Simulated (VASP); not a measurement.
Here is the system:

```
CELL_PARAMETERS angstrom
      3.83308     0.00000     0.00000
     -1.91654     3.31955     0.00000
      0.00000     0.00000     6.75042
ATOMIC_POSITIONS crystal
  Pt 0.33333 0.66667 0.00740
  Pt 0.66667 0.33333 0.50740
  As 0.33333 0.66667 0.36760
  As 0.66667 0.33333 0.86760
```

Computed with r2SCAN meta-GGA, VASP's PBE PAW potentials (set 64) (plane waves; VASP 6.6.1). Numerical set-up: 400 eV cut-off, 10×10×5 Γ-centred mesh, tetrahedra with Blöchl corrections, potentials Pt As.

Unless said otherwise, spin-orbit coupling is left out, though it shifts the bands of the heavy elements here.

Question: What does the run give for the energy per atom (σ→0), band gap (over mesh and band path) with the smallest direct gap where there is one?

Answer: 
```yaml
band gap (over mesh and band path): none (metal, semimetal or under 0.01 eV)
energy per atom (σ→0): -33.283 eV/atom
```

Only differences to runs with the same potentials and settings are physical.

The structure was generated: PtAs was put into the wurtzite type (P6_3mc), which need not be its known phase. It was relaxed first, which changed the volume by -16 %.
